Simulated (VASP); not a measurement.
VASP ran on this input.

POSCAR:
```
Cd
1
    1.4900000000    -2.5807560000     0.0000000000
    1.4900000000     2.5807560000     0.0000000000
    0.0000000000     0.0000000000     5.6200000000
Cd
2
Direct
  0.3333330000   0.6666670000   0.2500000000
  0.6666670000   0.3333330000   0.7500000000
```

### KPOINTS
```
Automatic mesh
0
Gamma
13 13 6
0 0 0
```

### INCAR
```
ALGO=Normal
EDIFF=1E-6
EDIFFG=-0.01
ENCUT=520
GGA=RE
IBRION=2
ISIF=3
ISMEAR=1
LASPH=.TRUE.
LCHARG=.FALSE.
LMAXMIX=4
LREAL=.FALSE.
LWAVE=.FALSE.
NELM=100
NSW=60
PREC=Accurate
SIGMA=0.1
SYSTEM=Cd
```

POTCAR, in this order: Cd (PBE.64 set). Program: vasp_std.

Q: Translate this revPBE calculation to Quantum ESPRESSO's pw.x.

A: One equivalent input (not run):
```
&CONTROL
  calculation = 'vc-relax'
  pseudo_dir = './pseudo'
  outdir = './out'
  tprnfor = .true.
  tstress = .true.
  nstep = 60
  forc_conv_thr = 0.00039
/
&SYSTEM
  ibrav = 0
  nat = 2
  ntyp = 1
  ecutwfc = 102
  occupations = 'smearing'
  smearing = 'methfessel-paxton'
  degauss = 0.00735
  input_dft = 'revpbe'
/
&ELECTRONS
  conv_thr = 7.3e-08
  electron_maxstep = 100
/
&IONS
/
&CELL
/
ATOMIC_SPECIES
  Cd 112.414 Cd.upf
CELL_PARAMETERS angstrom
     1.4900000   -2.5807560    0.0000000
     1.4900000    2.5807560    0.0000000
     0.0000000    0.0000000    5.6200000
ATOMIC_POSITIONS crystal
  Cd   0.3333330  0.6666670  0.2500000
  Cd   0.6666670  0.3333330  0.7500000
K_POINTS automatic
  13 13 6 0 0 0
```
The two are equivalent in intent, not identical: the potentials are each code's own (VASP's PAW set, PseudoDojo norm-conserving files in pw.x), so ENCUT and ecutwfc are chosen apart and not converted; conv_thr bounds pw.x's estimated SCF error, while EDIFF bounds the energy change between steps; forc_conv_thr acts on force components and is met together with etot_conv_thr.

The compound is Cd in the hcp structure. This run relaxes it. Symmetry was kept, so distortions that lower it aren't found.
